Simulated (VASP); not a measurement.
Output of a VASP run:

OUTCAR:
```
 ion  position               nearest neighbor table
   1  0.000  0.000  0.000-   3 2.81   4 2.81   5 2.81   3 2.81   4 2.81   4 2.81   5 2.81   4 2.81
                             3 2.81   5 2.81   3 2.81   5 2.81   2 3.44   2 3.44   2 3.44   2 3.44
   2  0.500  0.500  0.500-   3 1.99   4 1.99   5 1.99   5 1.99   3 1.99   4 1.99   1 3.44   1 3.44
                             1 3.44   1 3.44   1 3.44   1 3.44   1 3.44   1 3.44
   3  0.500  0.000  0.500-   2 1.99   2 1.99   1 2.81   1 2.81   1 2.81   1 2.81
   4  0.000  0.500  0.500-   2 1.99   2 1.99   1 2.81   1 2.81   1 2.81   1 2.81
   5  0.500  0.500  0.000-   2 1.99   2 1.99   1 2.81   1 2.81   1 2.81   1 2.81
  LATTYP: Found a simple cubic cell.
 ALAT       =     3.9743232167
 Subroutine PRICEL returns:
 Original cell was already a primitive cell.
 Subroutine GETGRP returns: Found 48 space group operations
The static configuration has the point symmetry O_h .
The dynamic configuration has the point symmetry O_h .
 Subroutine INISYM returns: Found 48 space group operations
 Subroutine IBZKPT returns following result:
 Found     20 irreducible k-points:

 Following reciprocal coordinates:
            Coordinates               Weight
  0.000000  0.000000  0.000000      1.000000
  0.166667  0.000000  0.000000      6.000000
  0.333333  0.000000  0.000000      6.000000
  0.500000  0.000000  0.000000      3.000000
  0.166667  0.166667  0.000000     12.000000
  0.333333  0.166667  0.000000     24.000000
  0.500000  0.166667  0.000000     12.000000
  0.333333  0.333333  0.000000     12.000000
  0.500000  0.333333  0.000000     12.000000
  0.500000  0.500000  0.000000      3.000000
  0.166667  0.166667  0.166667      8.000000
  0.333333  0.166667  0.166667     24.000000
  0.500000  0.166667  0.166667     12.000000
  0.333333  0.333333  0.166667     24.000000
  0.500000  0.333333  0.166667     24.000000
  0.500000  0.500000  0.166667      6.000000
  0.333333  0.333333  0.333333      8.000000
  0.500000  0.333333  0.333333     12.000000
  0.500000  0.500000  0.333333      6.000000
  0.500000  0.500000  0.500000      1.000000
   k-points           NKPTS =     20   k-points in BZ     NKDIM =     20   number of bands    NBANDS=     23
   number of dos      NEDOS =    301   number of ions     NIONS =      5
   total plane-waves  NPLWV =  27000
   dimension x,y,z NGX =    30 NGY =   30 NGZ =   30
   dimension x,y,z NGXF=    60 NGYF=   60 NGZF=   60
   ions per type =               1   1   3
   PREC   = accura    normal or accurate (medium, high low for compatibility)
   ISTART =      0    job   : 0-new  1-cont  2-samecut
   ICHARG =      2    charge: 1-file 2-atom 10-const
   ISPIN  =      1    spin polarized calculation?
   LNONCOLLINEAR =      F non collinear calculations
   LSORBIT =      F    spin-orbit coupling
   INIWAV =      1    electr: 0-lowe 1-rand  2-diag
   ENCUT  =  520.0 eV  38.22 Ry    6.18 a.u.   7.39  7.39  7.39*2*pi/ulx,y,z
   NELM   =    100;   NELMIN=  2; NELMDL= -5     # of ELM steps
   EDIFF  = 0.1E-06   stopping-criterion for ELM
   LREAL  =      F    real-space projection
   NLSPLINE    = F    spline interpolate recip. space projectors
   LMAXMIX     =    6 max onsite mixed and CHGCAR
   VOSKOWN=      0    Vosko Wilk Nusair interpolation
   EDIFFG = 0.1E-05   stopping-criterion for IOM
   NSW    =      0    number of steps for IOM
   NBLOCK =      1;   KBLOCK =      1    inner block; outer block
   IBRION =     -1    ionic relax: 0-MD 1-quasi-New 2-CG
   NFREE  =      0    steps in history (QN), initial steepest desc. (CG)
   ISIF   =      2    stress and relaxation
   ISYM   =      2    0-nonsym 1-usesym 2-fastsym
   TEIN   =    0.0    initial temperature
   TEBEG  =    0.0;   TEEND  =   0.0 temperature during run
   SMASS  =  -3.00    Nose mass-parameter (am)
   PSTRESS=    0.0 pullay stress
   NELECT =      38.0000    total number of electrons
   EFERMI =   0.00;   METHOD = LEGACY
   ISMEAR =     0;   SIGMA  =   0.05  broadening in eV -4-tet -1-fermi 0-gaus
   IALGO  =     38    algorithm
   LDIAG  =      T    sub-space diagonalisation (order eigenvalues)
   IMIX   =      4    mixing-type and parameters
     AMIX     =   0.40;   BMIX     =  1.00
     AMIX_MAG =   1.60;   BMIX_MAG =  1.00
...
```

OSZICAR:
```
       N       E                     dE             d eps       ncg     rms          rms(c)
DAV:   1     0.340311526731E+03    0.34031E+03   -0.21950E+04   920   0.170E+03
DAV:   2    -0.317250167321E+02   -0.37204E+03   -0.36467E+03  1148   0.449E+02
DAV:   3    -0.490609969277E+02   -0.17336E+02   -0.17293E+02  1186   0.981E+01
DAV:   4    -0.495213159283E+02   -0.46032E+00   -0.46014E+00  1621   0.134E+01
DAV:   5    -0.495234798084E+02   -0.21639E-02   -0.21638E-02  1186   0.946E-01    0.367E+01
DAV:   6    -0.411724996615E+02    0.83510E+01   -0.42947E+01  1117   0.467E+01    0.148E+01
DAV:   7    -0.410502319456E+02    0.12227E+00   -0.21309E+00  1233   0.101E+01    0.937E+00
DAV:   8    -0.410048322620E+02    0.45400E-01   -0.33016E-01  1199   0.506E+00    0.130E+00
DAV:   9    -0.409984497321E+02    0.63825E-02   -0.24256E-02  1270   0.114E+00    0.219E-01
DAV:  10    -0.409980634285E+02    0.38630E-03   -0.69787E-03  1236   0.645E-01    0.441E-02
DAV:  11    -0.409981005633E+02   -0.37135E-04   -0.37756E-04  1308   0.161E-01    0.344E-02
DAV:  12    -0.409981311715E+02   -0.30608E-04   -0.51402E-05  1363   0.556E-02    0.835E-03
DAV:  13    -0.409981313476E+02   -0.17613E-06   -0.51302E-06  1229   0.146E-02    0.465E-03
DAV:  14    -0.409981312208E+02    0.12674E-06   -0.39686E-07  1117   0.487E-03    0.659E-04
DAV:  15    -0.409981312121E+02    0.87221E-08   -0.59339E-08   782   0.221E-03
   1 F= -.41794382E+02 E0= -.41794382E+02  d E =-.170600E-22
```

### OUTCAR
```
------------------------ aborting loop because EDIFF is reached ----------------------------------------
  Edisp (eV):   -0.79625
  FORCE on cell =-STRESS in cart. coord.  units (eV):
  Direction    XX          YY          ZZ          XY          YZ          ZX
  --------------------------------------------------------------------------------------
  Total       2.45717     2.45717     2.45717    -0.00000     0.00000    -0.00000
  in kB      62.71275    62.71275    62.71275    -0.00000     0.00000    -0.00000
  external pressure =       62.71 kB  Pullay stress =        0.00 kB
  volume of cell :       62.78
      direct lattice vectors                 reciprocal lattice vectors
     3.974323217  0.000000000  0.000000000     0.251615167  0.000000000  0.000000000
     0.000000000  3.974323217  0.000000000     0.000000000  0.251615167  0.000000000
     0.000000000  0.000000000  3.974323217     0.000000000  0.000000000  0.251615167
 POSITION                                       TOTAL-FORCE (eV/Angst)
 -----------------------------------------------------------------------------------
      0.00000      0.00000      0.00000         0.000000      0.000000      0.000000
      1.98716      1.98716      1.98716         0.000000      0.000000      0.000000
      1.98716      0.00000      1.98716         0.000000      0.000000      0.000000
      0.00000      1.98716      1.98716         0.000000      0.000000      0.000000
      1.98716      1.98716      0.00000         0.000000      0.000000      0.000000
 -----------------------------------------------------------------------------------
    total drift:                                0.000000      0.000000     -0.000000
  FREE ENERGIE OF THE ION-ELECTRON SYSTEM (eV)
  ---------------------------------------------------
  free  energy   TOTEN  =       -41.7943822587 eV

  energy  without entropy=      -41.7943822587  energy(sigma->0) =      -41.79438226
```
(Selected blocks of OUTCAR.)

File POSCAR:
```
KTaO3
1
    3.9743232167     0.0000000000     0.0000000000
    0.0000000000     3.9743232167     0.0000000000
    0.0000000000     0.0000000000     3.9743232167
K Ta O
1 1 3
Direct
  0.0000000000   0.0000000000   0.0000000000
  0.5000000000   0.5000000000   0.5000000000
  0.5000000000   0.0000000000   0.5000000000
  0.0000000000   0.5000000000   0.5000000000
  0.5000000000   0.5000000000   0.0000000000
```

Problem. Reconstruct the remaining input files.

Solution. One answer among several that fit: the input of the run itself, PBE GGA with D4 dispersion, plane waves, VASP's PBE PAW potentials (set 64).

KPOINTS:
```
kpoints
0
Gamma
 6 6 6
0 0 0
```

### INCAR
```
SYSTEM = KTaO3
PREC = Accurate
ENCUT = 520
EDIFF = 1E-7
NELM = 100
ALGO = Normal
LREAL = .FALSE.
LASPH = .TRUE.
ISMEAR = 0
SIGMA = 0.05
GGA = PE
IVDW = 13
LMAXMIX = 6
LWAVE = .FALSE.
LCHARG = .FALSE.
ISIF = 2
```

POTCAR, in this order: K_sv Ta_pv O (PBE.64 set). Program: vasp_std.

The compound is KTaO3 in the cubic perovskite structure. This cell is one point of a volume scan, at 0.97 of the reference volume.
